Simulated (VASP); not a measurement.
Data:

```xyz
2
Lattice="0.0000 2.8305 2.8305 2.8305 0.0000 2.8305 2.8305 2.8305 0.0000" Properties=species:S:1:pos:R:3 pbc="T T T"
Ag     0.0000     0.0000     0.0000
Cl     2.8305     2.8305     2.8305
```

Level of theory: PBE GGA, VASP's PBE PAW potentials (set 64) (plane waves; VASP 6.6.1). Run with 400 eV cut-off, 6×6×6 Γ-centred mesh, Gaussian smearing of 0.050 eV, potentials Ag Cl.

**Question.** Give the stress tensor in GPa (positive for a compressed cell).

**Answer.** 
```
-1.31   0.00   0.00
 0.00  -1.31   0.00
 0.00   0.00  -1.31
```
The pressure is its mean diagonal, -1.31 GPa.

The compound is AgCl in the rock salt structure. The cell was not relaxed at this level.
